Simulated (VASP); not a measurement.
VASP ran on this input.

**KPOINTS**
```
kpoints
0
G
 3 7 5
0 0 0
```

INCAR:
```
LASPH  =  .TRUE.   ! aspherical one-centre terms
ALGO  =  Normal
LREAL  =  .FALSE.   ! projection in real space or not
LMAXMIX  =  4   ! l cut-off of mixed one-centre charges
EDIFF  =  1E-6
LCHARG  =  .FALSE.
ISMEAR  =  0
SYSTEM  =  GeS
SIGMA  =  0.01   ! width (eV)
PREC  =  Accurate
LWAVE  =  .FALSE.
NELM  =  100   ! most electronic steps
ENCUT  =  300   ! plane-wave cut-off (eV)
ISIF  =  2   ! forces and stress, cell fixed
```

File POSCAR:
```
GeS
1
   10.8939480000     0.0000000000     0.0000000000
    0.0000000000     3.6409730000     0.0000000000
    0.0000000000     0.0000000000     4.5706230000
Ge S
4 4
Direct
  0.8722500000   0.2500000000   0.3668900000
  0.1277500000   0.7500000000   0.6331100000
  0.6277500000   0.7500000000   0.8668900000
  0.3722500000   0.2500000000   0.1331100000
  0.6548300000   0.2500000000   0.5147900000
  0.3451700000   0.7500000000   0.4852100000
  0.8451700000   0.7500000000   0.0147900000
  0.1548300000   0.2500000000   0.9852100000
```

POTCAR, in this order: Ge_d S (LDA.64 set). Program: vasp_std.

Translate this LDA calculation to Quantum ESPRESSO's pw.x.

One equivalent input (not run):
```
&CONTROL
  calculation = 'scf'
  pseudo_dir = './pseudo'
  outdir = './out'
  tprnfor = .true.
  tstress = .true.
/
&SYSTEM
  ibrav = 0
  nat = 8
  ntyp = 2
  ecutwfc = 78
  occupations = 'smearing'
  smearing = 'gaussian'
  degauss = 0.000735
  input_dft = 'pz'
/
&ELECTRONS
  conv_thr = 7.3e-08
  electron_maxstep = 100
/
ATOMIC_SPECIES
  Ge 72.630 Ge.upf
  S 32.060 S.upf
CELL_PARAMETERS angstrom
    10.8939480    0.0000000    0.0000000
     0.0000000    3.6409730    0.0000000
     0.0000000    0.0000000    4.5706230
ATOMIC_POSITIONS crystal
  Ge   0.8722500  0.2500000  0.3668900
  Ge   0.1277500  0.7500000  0.6331100
  Ge   0.6277500  0.7500000  0.8668900
  Ge   0.3722500  0.2500000  0.1331100
  S    0.6548300  0.2500000  0.5147900
  S    0.3451700  0.7500000  0.4852100
  S    0.8451700  0.7500000  0.0147900
  S    0.1548300  0.2500000  0.9852100
K_POINTS automatic
  3 7 5 0 0 0
```
The two are equivalent in intent, not identical: the potentials are each code's own (VASP's PAW set, PseudoDojo norm-conserving files in pw.x), so ENCUT and ecutwfc are chosen apart and not converted; conv_thr bounds pw.x's estimated SCF error, while EDIFF bounds the energy change between steps.

The structure comes from a computed database's GeS entry, a phase known from measurement. The cell was not relaxed at this level.
